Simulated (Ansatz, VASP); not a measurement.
**ScSbS3 in VASP and in Ansatz**

```
CELL_PARAMETERS angstrom
4.33462 0.00000 0.00000
-2.16731 3.75389 0.00000
0.00000 0.00000 9.07819
ATOMIC_POSITIONS crystal
Sc 0.00000 0.00000 0.44075
Sb 0.00000 0.00000 0.91550
S 0.33333 0.66667 0.53780
S 0.66667 0.33333 0.53780
S 0.00000 0.00000 0.16856
```

Alike in both runs: functional PBE; k mesh 12 × 12 × 4; occupations gaussian, width 0.1 eV; no spin polarisation.

Ansatz relaxed the structure, and its values are those at the end. VASP's run is a single point on that final structure, the one shown.

|  | VASP | Ansatz |
| --- | --- | --- |
| version | VASP 6.6.1 | Ansatz 0.2.0 |
| potentials or method | VASP PAW PBE potentials, release 64 (Sc_sv, Sb, S) | scalar-relativistic, plane waves, PAW |
| plane-wave cutoff (eV) | 520 | 420 |
| valence electrons in the cell | 34 | 44 |

VASP gave:

```
gap on the k mesh at the Fermi level (eV) : none
pressure (GPa)                            : 0.1
rms of the force components (eV/Å)        : 0.019
```

**Question.** What did Ansatz give for the same quantities?

**Answer.** gap on the k mesh at the Fermi level (eV): none; pressure (GPa): 0.0; rms of the force components (eV/Å): 0.003.

A gap of «none» marks a metal or a gap that the smearing closes. The two sets of potentials don't hold the same shells in valence.

Caveats: this functional lacks dispersion, which binds the layers, so the pressure and a relaxed spacing across them are unreliable. Spin-orbit coupling is left out, which matters for the levels of Sb.
